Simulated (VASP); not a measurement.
Level of theory: r2SCAN meta-GGA, VASP's PBE PAW potentials (set 64) (plane waves; VASP).

Input for VASP

**KPOINTS**
```
Automatic mesh
0
Gamma
5 5 3
0 0 0
```

**INCAR**
```
# general
SYSTEM  = CdSe
PREC    = Accurate
ENCUT   = 400   # plane-wave cut-off (eV)
LREAL   = .FALSE.   # projection in real space or not
LASPH   = .TRUE.   # aspherical one-centre terms

# electronic loop
EDIFF   = 1E-6   # SCF stop (eV)
NELM    = 100   # most electronic steps
ALGO    = Normal
LMAXMIX = 4
LMIXTAU = .TRUE.

# smearing
ISMEAR  = 0   # Gaussian
SIGMA   = 0.05   # width (eV)

# functional
METAGGA = R2SCAN

# ions
IBRION  = 2
NSW     = 60
ISIF    = 3
EDIFFG  = -0.02

# output
LWAVE   = .FALSE.
LCHARG  = .FALSE.
```

POSCAR:
```
CdSe
1
    2.1684611177    -3.7558845876     0.0000000000
    2.1684611177     3.7558845876    -0.0000000000
    0.0000000000     0.0000000000     7.0664854751
Cd Se
2 2
Direct
  0.6666670000   0.3333330000   0.5000101551
  0.3333330000   0.6666670000   0.0000101551
  0.6666670000   0.3333330000   0.8759898449
  0.3333330000   0.6666670000   0.3759898449
```

POTCAR, in this order: Cd Se (PBE.64 set). Program: vasp_std.

What VASP printed:

File OSZICAR:
```
       N       E                     dE             d eps       ncg     rms          rms(c)
DAV:   1     0.150738489893E+03    0.15074E+03   -0.15406E+04   440   0.123E+03
DAV:   2    -0.694785439096E+02   -0.22022E+03   -0.21548E+03   500   0.326E+02
DAV:   3    -0.814753573508E+02   -0.11997E+02   -0.11966E+02   506   0.771E+01
DAV:   4    -0.815794214804E+02   -0.10406E+00   -0.10399E+00   512   0.700E+00
DAV:   5    -0.815802723044E+02   -0.85082E-03   -0.85081E-03   488   0.594E-01    0.842E+00
DAV:   6    -0.752942888719E+02    0.62860E+01   -0.66705E+00   500   0.340E+01    0.987E+00
DAV:   7    -0.733876496140E+02    0.19066E+01   -0.59602E-01   440   0.784E+00    0.728E+00
DAV:   8    -0.735723498645E+02   -0.18470E+00   -0.53797E-01   440   0.726E+00    0.689E-01
DAV:   9    -0.710850581237E+02    0.24873E+01   -0.11327E+00   446   0.725E+00    0.833E-01
DAV:  10    -0.712339598845E+02   -0.14890E+00   -0.61617E-02   452   0.193E+00    0.826E-01
DAV:  11    -0.712215838047E+02    0.12376E-01   -0.66603E-03   506   0.679E-01    0.953E-01
DAV:  12    -0.714552447147E+02   -0.23366E+00   -0.85866E-02   464   0.161E+00    0.296E-01
DAV:  13    -0.718002013734E+02   -0.34496E+00   -0.22925E-01   476   0.294E+00    0.459E-01
DAV:  14    -0.717812332405E+02    0.18968E-01   -0.58892E-02   470   0.195E+00    0.317E-01
DAV:  15    -0.718009892995E+02   -0.19756E-01   -0.10372E-02   452   0.803E-01    0.957E-02
DAV:  16    -0.718073480277E+02   -0.63587E-02   -0.43513E-03   488   0.361E-01    0.110E-01
DAV:  17    -0.718106629463E+02   -0.33149E-02   -0.51276E-04   440   0.214E-01    0.882E-02
DAV:  18    -0.718136332336E+02   -0.29703E-02   -0.13598E-03   458   0.280E-01    0.112E-01
DAV:  19    -0.718143197477E+02   -0.68651E-03   -0.11629E-03   440   0.267E-01    0.516E-02
DAV:  20    -0.718143784241E+02   -0.58676E-04   -0.18099E-04   476   0.995E-02    0.192E-02
DAV:  21    -0.718143857455E+02   -0.73214E-05   -0.63758E-06   500   0.237E-02    0.180E-02
DAV:  22    -0.718143638145E+02    0.21931E-04   -0.49043E-05   452   0.436E-02    0.355E-02
DAV:  23    -0.718143851921E+02   -0.21378E-04   -0.17046E-05   440   0.407E-02    0.185E-02
DAV:  24    -0.718143945592E+02   -0.93672E-05   -0.69640E-06   440   0.253E-02    0.110E-02
DAV:  25    -0.718143931165E+02    0.14427E-05   -0.13808E-06   292   0.105E-02    0.572E-03
DAV:  26    -0.718143948713E+02   -0.17548E-05   -0.18475E-06   360   0.849E-03    0.153E-03
DAV:  27    -0.718143949328E+02   -0.61409E-07   -0.28434E-07   220   0.324E-03
   1 F= -.71814395E+02 E0= -.71814395E+02  d E =-.718144E+02
```

OUTCAR:
```
------------------------ aborting loop because EDIFF is reached ----------------------------------------
  FORCE on cell =-STRESS in cart. coord.  units (eV):
  Direction    XX          YY          ZZ          XY          YZ          ZX
  --------------------------------------------------------------------------------------
  Total        0.0243462      0.0243462      0.0358298      0.0000000      0.0000000      0.0000000
  in kB        0.3388792      0.3388792      0.4987210      0.0000000      0.0000000      0.0000000
  external PRESSURE =       0.3921598 kB  Pullay stress =       0.0000000 kB
  volume of cell :      115.11
      direct lattice vectors                 reciprocal lattice vectors
     2.168461118 -3.755884588  0.000000000     0.230578264 -0.133124431  0.000000000
     2.168461118  3.755884588  0.000000000     0.230578264  0.133124431  0.000000000
     0.000000000  0.000000000  7.066485475     0.000000000  0.000000000  0.141513062
  FREE ENERGIE OF THE ION-ELECTRON SYSTEM (eV)
  ---------------------------------------------------
  free  energy   TOTEN  =       -71.8143949328 eV

  energy  without entropy=      -71.8143949327  energy(sigma->0) =      -71.81439493

 reached required accuracy - stopping structural energy minimisation
```
(Selected blocks of OUTCAR.)

The compound is CdSe in the wurtzite structure. It was relaxed first. The start is the result of an earlier pass.
